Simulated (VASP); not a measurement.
# PbO (Litharge): exact exchange and RPA correlation, part 2 of 6

Aim: total energies of PbO (Litharge) from exact exchange and RPA correlation, beside cheaper functionals. The scan starts from a database cell, scaled to the smallest volume of the series. The cell has space group P4/nmm. Left out of this account: 3 further runs (self-consistent run and share of exact exchange: the chain at volume ratio 1.06 didn't finish; empty bands: ended at its time limit). The start is a cell from a database of measured crystal structures.

VASP 6.6.1, plane waves and PAW; the level of theory is named at each step.

So far, gap on the k-mesh (eV): step 2 (orbitals, volume ratio 0.92) 0.954; step 4 (empty bands, volume ratio 0.92) 0.954.

The database entry behind the starting cell differs from later determinations by our own check (an axis about 0.4 % long against later determinations), so it need not match the best structure at ambient conditions.

### Step 5. RPA correlation, volume ratio 0.92

This step: RPA correlation on LDA orbitals; plane waves and PAW (Pb_d_GW, O_GW) (VASP 6.6.1).

The RPA correlation energy follows from the response function on imaginary frequencies; VASP computes it for a row of response cutoffs and extrapolates.

INCAR

```
SYSTEM = PbO
PREC = Accurate
ENCUT = 560
ISMEAR = 0
SIGMA = 0.05
LREAL = .FALSE.
GGA = CA
NBANDS = 1200
ALGO = ACFDT
ENCUTGW = 160
NOMEGA = 12
PRECFOCK = Fast
LWAVE = .FALSE.
LCHARG = .FALSE.
```

POSCAR

```
PbO
1.0
    3.8806294166      0.0000000000      0.0000000000
    0.0000000000      3.8806294166      0.0000000000
    0.0000000000      0.0000000000      4.8726700194
Pb O
2 2
Direct
    0.5000000000      0.0000000000      0.7600000000
    0.0000000000      0.5000000000      0.2400000000
    0.5000000000      0.5000000000      0.0000000000
    0.0000000000      0.0000000000      0.0000000000
```

KPOINTS

```
Automatic mesh
0
Gamma
4 4 3
0 0 0
```

The projector-augmented-wave data sets are Pb_d_GW and O_GW (LDA family, release 64).

Run with:

```bash
mpirun -np 4 vasp_std
```

Output:

```text
[banner, memory and clock lines left out]
running    4 mpi-ranks, on    1 nodes
 distrk:  each k-point on    4 cores,    1 groups
 distr:  one band on    1 cores,    4 groups

 POSCAR found type information on POSCAR PbO
 POSCAR found :  2 types and       4 ions
 LDA part: xc-table for (Slater(with rela. corr.)+CA(PZ))
 , standard interpolation
 found WAVECAR, reading the header
 POSCAR, INCAR and KPOINTS ok, starting setup
 FFT: planning ... GRIDC
 FFT: planning ... GRID_SOFT
 FFT: planning ... GRID
 reading WAVECAR
 the WAVECAR file was read successfully
 initial charge from wavefunction
 available memory per node:    128.98 GB, setting MAXMEM to    132077

 The Fermi energy was updated, please check that it is located mid-gap
 values below the HOMO (VB) or above the LUMO (CB) will cause erroneous energies
 E-fermi :   3.4197

 the WAVEDER file was read successfully
 set NWRITE>2 for more details about minimax calculation
 number of imaginary grid points requested:      12
 number of distinct grids requested:  1
 quadrature errors minimized for energies in [ 0.954E+00, 0.498E+03 ]
 bosonic grid (T=0, re) determined with error: 0.2522E-06
 bosonic grid (re): 0.2522E-06
       0.2390       0.7851       1.5619       2.8235       5.0204
       9.0033      16.4475      30.7761      59.2782     118.4711
     251.6201     642.1509
energies w=
    0.000    0.239    0.000    0.785    0.000    1.562    0.000    2.824
    0.000    5.020    0.000    9.003    0.000   16.448    0.000   30.776
    0.000   59.278    0.000  118.471    0.000  251.620    0.000  642.151
 responsefunction array rank=     348
 LDA part: xc-table for (Slater(with rela. corr.)+CA(PZ))
 , standard interpolation

 min. memory requirement per mpi rank    673.6 MB, per node   2694.4 MB

 allocating   3 responsefunctions rank=   348
 shmem allocating  12 responsefunctions rank=   348
 response function shared by NCSHMEM nodes    1
 Doing            3  frequencies on each core in blocks of           12
NQ=   1    0.0000    0.0000    0.0000,
|.........|.........|.........|.........
 performed      14927000 updates of chi_q(r,r)
 total number of BLAS operations      14379.35 Gflops
NQ=   2    0.2500    0.0000    0.0000,
|.........|.........|.........|.........
 performed      29854000 updates of chi_q(r,r)
 total number of BLAS operations      27384.29 Gflops
NQ=   3    0.5000    0.0000    0.0000,
|.........|.........|.........|.........
 performed      44781000 updates of chi_q(r,r)
 total number of BLAS operations      40547.35 Gflops
NQ=   4    0.2500    0.2500    0.0000,
|.........|.........|.........|.........
 performed      59708000 updates of chi_q(r,r)
 total number of BLAS operations      53710.40 Gflops
NQ=   5    0.5000    0.2500    0.0000,
|.........|.........|.........|.........
 performed      74635000 updates of chi_q(r,r)
 total number of BLAS operations      67032.52 Gflops
NQ=   6    0.5000    0.5000    0.0000,
|.........|.........|.........|.........
 performed      89562000 updates of chi_q(r,r)
 total number of BLAS operations      80837.58 Gflops
NQ=   7    0.0000    0.0000    0.3333,
|.........|.........|.........|.........
 performed     104489000 updates of chi_q(r,r)
 total number of BLAS operations      93219.62 Gflops
NQ=   8    0.2500    0.0000    0.3333,
|.........|.........|.........|.........
 performed     119416000 updates of chi_q(r,r)
 total number of BLAS operations     106382.67 Gflops
NQ=   9    0.5000    0.0000    0.3333,
|.........|.........|.........|.........
 performed     134343000 updates of chi_q(r,r)
 total number of BLAS operations     119545.72 Gflops
NQ=  10    0.2500    0.2500    0.3333,
|.........|.........|.........|.........
 performed     149270000 updates of chi_q(r,r)
 total number of BLAS operations     133595.48 Gflops
NQ=  11    0.5000    0.2500    0.3333,
|.........|.........|.........|.........
 performed     164197000 updates of chi_q(r,r)
 total number of BLAS operations     147400.53 Gflops
NQ=  12    0.5000    0.5000    0.3333,
|.........|.........|.........|.........
 performed     179124000 updates of chi_q(r,r)
 total number of BLAS operations     161862.89 Gflops
 entering main loop
```

Run time: 26 min. Hardware: 4 MPI ranks of Intel Xeon Platinum 8259CL at 2.50GHz (Skylake/Cascade Lake), shared host; peak memory 3.3 GiB; 1.7 h of CPU time.

Parts of OUTCAR (step 5):

```text
   k-points           NKPTS =     12   k-points in BZ     NKDIM =     48   number of bands    NBANDS=   1200

   NELECT =      44.0000    total number of electrons

 E-fermi :   3.4197

 Hartree contr. to MP2           -6.805446      0.000000

 Hartree contr. to MP2          -13.573332      0.000000

 Hartree contr. to MP2          -13.426749      0.000000

 Hartree contr. to MP2           -3.326448      0.000000

      cutoff energy     smooth cutoff   RPA   correlation   Hartree contr. to MP2

      cutoff energy     smooth cutoff   RPA   correlation   Hartree contr. to MP2
---------------------------------------------------------------------------------
            160.000           128.000      -48.8207759416      -82.4848948428
            152.381           121.905      -48.2744511844      -81.7250439658
            145.125           116.100      -47.7001787574      -80.9134327764
            138.214           110.571      -47.1008326683      -80.0523221584
            131.632           105.306      -46.4777828477      -79.1418979675
            125.364           100.291      -45.8245345216      -78.1724820335
            119.394            95.516      -45.1467452937      -77.1507827033
            113.709            90.967      -44.4426662109      -76.0724877092
  linear regression

  converged value                          -55.2991919403      -92.0303181778

[... 8 parts as in an earlier step ...]

[... 1 further part left out ...]
```

This step gave:

```
RPA correlation energy : -55.2992 eV
```

Extrapolated by the program to an infinite response cutoff, the correlation energy is -13.825 eV an atom. With exact exchange the total is -25.1212 eV an atom.

### Step 6. Comparison: r2SCAN, volume ratio 0.92

This step: r2SCAN; plane waves and PAW (Pb_d_GW, O_GW) (VASP 6.6.1).

For comparison the same cell is computed with r2SCAN.

INCAR

```
SYSTEM = PbO
PREC = Accurate
ENCUT = 560
EDIFF = 1E-06
NELM = 100
ISMEAR = 0
SIGMA = 0.05
LREAL = .FALSE.
ALGO = Normal
METAGGA = R2SCAN
LASPH = .TRUE.
NBANDS = 28
LWAVE = .FALSE.
LCHARG = .FALSE.
KPAR = 4
```

POSCAR is that of step 5.

KPOINTS is that of step 5.

Run with:

```bash
mpirun -np 4 vasp_std
```

Output:

```text
[banner, memory and clock lines left out]
running    4 mpi-ranks, on    1 nodes
 distrk:  each k-point on    1 cores,    4 groups
 distr:  one band on    1 cores,    1 groups

 POSCAR found type information on POSCAR PbO
 POSCAR found :  2 types and       4 ions
|                                                                             |
|               ----> ADVICE to this user running VASP <----                  |
|                                                                             |
|     You enforced a specific xc type in the INCAR file but a different       |
|     [... a line on the potential file left out ...]
|     I HOPE YOU KNOW WHAT YOU ARE DOING!                                     |
|                                                                             |

 LDA part: xc-table for (None), standard interpolation
 POSCAR, INCAR and KPOINTS ok, starting setup
 FFT: planning ... GRIDC
 FFT: planning ... GRID_SOFT
 FFT: planning ... GRID
 WAVECAR not read
 entering main loop
       N       E                     dE             d eps       ncg     rms          rms(c)
DAV:   1    -0.246399035749E+04   -0.24640E+04   -0.26767E+04   972   0.292E+03
DAV:   2    -0.301823244821E+04   -0.55424E+03   -0.53417E+03   912   0.806E+02
DAV:   3    -0.309740702976E+04   -0.79175E+02   -0.75660E+02  1056   0.329E+02
DAV:   4    -0.310283610323E+04   -0.54291E+01   -0.53605E+01  1088   0.881E+01
DAV:   5    -0.310296565160E+04   -0.12955E+00   -0.12919E+00  1100   0.127E+01    0.112E+01
DAV:   6    -0.308666242374E+04    0.16303E+02   -0.17375E+01  1184   0.929E+01    0.336E+00
DAV:   7    -0.308692768350E+04   -0.26526E+00   -0.15616E+00  1008   0.167E+01    0.235E+00
DAV:   8    -0.308697263047E+04   -0.44947E-01   -0.37119E-01  1136   0.154E+01    0.788E-01
DAV:   9    -0.308696107240E+04    0.11558E-01   -0.12542E-01  1160   0.592E+00    0.260E-01
DAV:  10    -0.308696042879E+04    0.64361E-03   -0.14113E-02  1028   0.199E+00    0.128E-01
DAV:  11    -0.308696104660E+04   -0.61780E-03   -0.16950E-03  1168   0.592E-01    0.964E-02
DAV:  12    -0.308696086747E+04    0.17912E-03   -0.20676E-03   968   0.743E-01    0.392E-02
DAV:  13    -0.308696083536E+04    0.32111E-04   -0.16417E-04  1056   0.199E-01    0.712E-03
DAV:  14    -0.308696083429E+04    0.10680E-05   -0.94993E-06  1048   0.350E-02    0.821E-04
DAV:  15    -0.308696083427E+04    0.23654E-07   -0.23797E-07   440   0.110E-02
   1 F= -.30869608E+04 E0= -.30869608E+04  d E =-.743538E-21
```

Wall time 38 s (4 MPI ranks); peak memory 0.83 GiB; 2.4 min of CPU time.

Parts of OUTCAR (step 6):

```text
   NELECT =      44.0000    total number of electrons

 E-fermi :   3.4494

 k-point     1 :       0.0000    0.0000    0.0000
  band No.  band energies     occupation
    ...
     18      -1.8955      2.00000
     19       0.8948      2.00000
     20       0.9348      2.00000
     21       0.9348      2.00000
     22       3.1284      2.00000
     23       6.1374      0.00000
     24       9.1810      0.00000
     25       9.2145      0.00000
     26       9.2145      0.00000
     27      10.4284      0.00000
    ...

  Total        4.1003569      4.1003569      3.2519416      0.0000000      0.0000000      0.0000000
  in kB       89.5284154     89.5284154     71.0038635      0.0000000      0.0000000      0.0000000
  external PRESSURE =      83.3535647 kB  Pullay stress =       0.0000000 kB

 POSITION                                       TOTAL-FORCE (eV/Angst)
 -----------------------------------------------------------------------------------
      1.94031      0.00000      3.70323         0.000000      0.000000     -0.869986
      0.00000      1.94031      1.16944        -0.000000      0.000000      0.869986
      1.94031      1.94031      0.00000         0.000000     -0.000000      0.000000
      0.00000      0.00000      0.00000         0.000000      0.000000      0.000000
 -----------------------------------------------------------------------------------
    total drift:                                0.000000      0.000000      0.000000

  FREE ENERGIE OF THE ION-ELECTRON SYSTEM (eV)
  ---------------------------------------------------
  free  energy   TOTEN  =     -3086.9608342700 eV

  energy  without entropy=    -3086.9608342700  energy(sigma->0) =    -3086.96083427

[... 9 parts as in an earlier step ...]

[... 7 further parts left out ...]
```

The PAW data sets were made with LDA, a small mismatch for this functional.

Numbers from this step:

- free energy (TOTEN): -3086.9608 eV
- Fermi energy: 3.449 eV
- pressure: 8.335 GPa
- gap on the k-mesh: 1.294 eV
- least direct gap on the k-mesh: 2.814 eV

Its energy is -771.7402 eV an atom, on a zero of its own.

### Step 7. Orbitals for comparison: HSE06, volume ratio 0.92

This step: LDA; plane waves and PAW (Pb_d_GW, O_GW) (VASP 6.6.1).

A hybrid converges faster from good orbitals, so a cheap LDA run writes WAVECAR first.

INCAR

```
SYSTEM = PbO
PREC = Accurate
ENCUT = 560
EDIFF = 1E-05
NELM = 100
ISMEAR = 0
SIGMA = 0.05
LREAL = .FALSE.
ALGO = Normal
GGA = CA
NBANDS = 28
LORBIT = 11
LWAVE = .TRUE.
LCHARG = .FALSE.
KPAR = 4
```

POSCAR is that of step 6.

KPOINTS is that of step 6.

Run with:

```bash
mpirun -np 4 vasp_std
```

Output:

```text
[... set-up lines as in an earlier step ...]
 entering main loop
       N       E                     dE             d eps       ncg     rms          rms(c)
[... 10 cycles as in an earlier step ...]
DAV:  11    -0.243886132970E+02   -0.12231E-04   -0.10825E-04   880   0.127E-01    0.104E-02
DAV:  12    -0.243886119368E+02    0.13602E-05   -0.12921E-05   512   0.721E-02
   1 F= -.24388612E+02 E0= -.24388612E+02  d E =-.982013E-42
 writing wavefunctions
```

Elapsed: 7.8 s, on 4 MPI ranks; peak memory 0.68 GiB.

Parts of OUTCAR (step 7):

```text
   NELECT =      44.0000    total number of electrons

 E-fermi :   3.4225

 k-point     1 :       0.0000    0.0000    0.0000
  band No.  band energies     occupation
    ...
     18      -1.9245      2.00000
     19       0.8846      2.00000
     20       0.9126      2.00000
     21       0.9126      2.00000
     22       2.9424      2.00000
     23       5.4841      0.00000
     24       8.4601      0.00000
     25       8.6050      0.00000
     26       8.6050      0.00000
     27       9.6452      0.00000
    ...

  Total        2.1697776      2.1697776      1.6021133      0.0000000      0.0000000      0.0000000
  in kB       47.3755719     47.3755719     34.9810190      0.0000000      0.0000000      0.0000000
  external PRESSURE =      43.2440543 kB  Pullay stress =       0.0000000 kB

 POSITION                                       TOTAL-FORCE (eV/Angst)
 -----------------------------------------------------------------------------------
      1.94031      0.00000      3.70323        -0.000000      0.000000     -0.632262
      0.00000      1.94031      1.16944        -0.000000      0.000000      0.632262
      1.94031      1.94031      0.00000         0.000000     -0.000000      0.000000
      0.00000      0.00000      0.00000        -0.000000      0.000000      0.000000
 -----------------------------------------------------------------------------------
    total drift:                                0.000000      0.000000      0.000000

  FREE ENERGIE OF THE ION-ELECTRON SYSTEM (eV)
  ---------------------------------------------------
  free  energy   TOTEN  =       -24.3886119368 eV

  energy  without entropy=      -24.3886119368  energy(sigma->0) =      -24.38861194

[... 9 parts as in an earlier step ...]

[... 8 further parts left out ...]
```

Numbers from this step:

| Quantity | Value |
| --- | --- |
| free energy (TOTEN) | -24.39 eV |
| Fermi energy | 3.422 eV |
| pressure | 4.324 GPa |
| gap on the k-mesh | 0.9545 eV |
| least direct gap on the k-mesh | 2.314 eV |

The run ends at a pressure of 4.32 GPa, with forces up to 0.63 eV/Å.

### Step 8. Comparison: HSE06, volume ratio 0.92

This step: HSE06; plane waves and PAW (Pb_d_GW, O_GW) (VASP 6.6.1).

For comparison the same cell is computed with HSE06.

INCAR

```
SYSTEM = PbO
PREC = Accurate
ENCUT = 560
EDIFF = 1E-06
NELM = 100
ISMEAR = 0
SIGMA = 0.05
LREAL = .FALSE.
ALGO = Normal
LHFCALC = .TRUE.
AEXX = 0.25
GGA = PE
HFSCREEN = 0.2
LASPH = .TRUE.
NBANDS = 28
PRECFOCK = Fast
LWAVE = .FALSE.
LCHARG = .FALSE.
KPAR = 4
```

POSCAR is that of step 7.

KPOINTS is that of step 7.

The run starts from files that an earlier step left in the folder.

Run with:

```bash
mpirun -np 4 vasp_std
```

Output:

```text
[banner, memory and clock lines left out]
running    4 mpi-ranks, on    1 nodes
 distrk:  each k-point on    1 cores,    4 groups
 distr:  one band on    1 cores,    1 groups

 POSCAR found type information on POSCAR PbO
 POSCAR found :  2 types and       4 ions
 [... a notice as in an earlier step ...]

 LDA part: xc-table for (Slater+PW92), standard interpolation
 found WAVECAR, reading the header
 POSCAR, INCAR and KPOINTS ok, starting setup
 FFT: planning ... GRIDC
 FFT: planning ... GRID_SOFT
 FFT: planning ... GRID
 reading WAVECAR
 the WAVECAR file was read successfully
 initial charge from wavefunction
 entering main loop
       N       E                     dE             d eps       ncg     rms          rms(c)
DAV:   1    -0.274603220626E+02   -0.27460E+02   -0.10723E+01   836   0.941E+01    0.319E+00
DAV:   2    -0.272236837493E+02    0.23664E+00   -0.47656E-01  1064   0.186E+01    0.168E+00
DAV:   3    -0.271585407621E+02    0.65143E-01   -0.18846E-01  1024   0.111E+01    0.776E-01
DAV:   4    -0.271520295594E+02    0.65112E-02   -0.27627E-02   996   0.490E+00    0.382E-01
DAV:   5    -0.271508173786E+02    0.12122E-02   -0.62077E-03  1216   0.188E+00    0.173E-01
DAV:   6    -0.271505332436E+02    0.28413E-03   -0.36025E-04  1084   0.361E-01    0.956E-02
DAV:   7    -0.271504194607E+02    0.11378E-03   -0.79236E-05  1108   0.108E-01    0.564E-02
DAV:   8    -0.271503864077E+02    0.33053E-04   -0.18978E-05  1052   0.824E-02    0.332E-02
DAV:   9    -0.271503746070E+02    0.11801E-04   -0.41184E-06   676   0.538E-02    0.191E-02
DAV:  10    -0.271503710712E+02    0.35358E-05   -0.49418E-06   876   0.274E-02    0.108E-02
DAV:  11    -0.271503700101E+02    0.10611E-05   -0.97899E-07   488   0.132E-02    0.645E-03
DAV:  12    -0.271503697238E+02    0.28635E-06   -0.39483E-07   396   0.992E-03
   1 F= -.27150370E+02 E0= -.27150370E+02  d E =-.563307E-18
```

Elapsed: 6 min, on 4 MPI ranks; peak memory 1.2 GiB; 24 min of CPU time.

Parts of OUTCAR (step 8):

```text
   NELECT =      44.0000    total number of electrons

 E-fermi :   3.0557

 k-point     1 :       0.0000    0.0000    0.0000
  band No.  band energies     occupation
    ...
     18      -2.8785      2.00000
     19       0.0494      2.00000
     20       0.1360      2.00000
     21       0.1360      2.00000
     22       2.7617      2.00000
     23       6.2338      0.00000
     24       9.3727      0.00000
     25       9.3727      0.00000
     26       9.3781      0.00000
     27      10.6726      0.00000
    ...

 POSITION                                       TOTAL-FORCE (eV/Angst)
 -----------------------------------------------------------------------------------
      1.94031      0.00000      3.70323         0.000000     -0.000000     -0.445392
      0.00000      1.94031      1.16944        -0.000000      0.000000      0.445392
      1.94031      1.94031      0.00000        -0.000000      0.000000      0.000000
      0.00000      0.00000      0.00000        -0.000000     -0.000000      0.000000
 -----------------------------------------------------------------------------------
    total drift:                                0.000003      0.000003      0.000001

  FREE ENERGIE OF THE ION-ELECTRON SYSTEM (eV)
  ---------------------------------------------------
  free  energy   TOTEN  =       -27.1503697238 eV

  energy  without entropy=      -27.1503697238  energy(sigma->0) =      -27.15036972

[... 10 parts as in an earlier step ...]

[... 7 further parts left out ...]
```

The k-mesh is coarse for exact exchange; levels may shift by about 0.1 eV on a finer one.

This step gave:

| Property | Result |
| --- | --- |
| free energy (TOTEN) | -27.15 eV |
| Fermi energy | 3.056 eV |
| gap on the k-mesh | 1.602 eV |
| least direct gap on the k-mesh | 3.472 eV |

Its energy is -6.7876 eV an atom, on a zero of its own.

[end of part 2 of 6]

[Lines on the potential files, build, host, timing and source positions are cut from VASP's logs without a mark.]

[Logs are printed without paths, hosts, clocks, repeated set-up lines and the standing remarks that a program may print on its own settings, such as how far it seeks lower states.]

[Hosts, paths, dates, database ids (printed as entryN), source tags and the programs' standing remarks are cut or masked in the printed files.]

[Pressures printed for these runs are not shown converged in the cutoff: they can be off by several GPa and have the wrong sign.]
